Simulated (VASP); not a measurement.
Runs of VASP 6.6.1 on Ga. The structure is orthorhombic, space group Cmce (No. 64). Conventional cell: a = 4.523 Å, b = 7.661 Å, c = 4.524 Å, α = 90.00°, β = 90.00°, γ = 90.00°. Around Ga (site symmetry m) lie 7 Ga at 2.48 to 2.79 Å. 

| level | potentials or basis | k mesh | cutoff (eV) | gap on the mesh (eV) | pressure (GPa) | relaxed volume (Å³/atom) | largest force (eV/Å) |
| --- | --- | --- | --- | --- | --- | --- | --- |
| PBE | VASP PAW PBE potentials, release 64 (Ga) | 5 × 5 × 4 | 300 | none | 0.0 | 20.41 | 0.01 |
| PBEsol | VASP PAW PBE potentials, release 64 (Ga_d) | 10 × 10 × 8 | 600 | none | 0.0 | 19.09 | - |
| LDA | VASP PAW LDA potentials, release 64 (Ga_d) | 10 × 10 × 8 | 600 | none | 0.0 | 18.42 | 0.01 |
| PBE+D3(BJ) | VASP PAW PBE potentials, release 64 (Ga_d) | 10 × 10 × 8 | 600 | none | 0.0 | (a) | - |

Alike in all rows: task relaxation of cell and atoms; no spin polarisation; cell relaxed; smearing methfessel-paxton 0.1 eV.

**Question.** Estimate the missing entries.

**Answer.** (a) 19.42.

Caveats: the PAW data sets were made with another functional, which shifts forces and pressure a little (some runs); pairwise dispersion overbinds metals, which lowers pressure and volume (some runs).

A k mesh can miss the band edges, and the runs leave out spin-orbit coupling on Ga.

A gap of «none» marks a metal or a gap under the smearing width.

Not every run made on this cell is shown here.
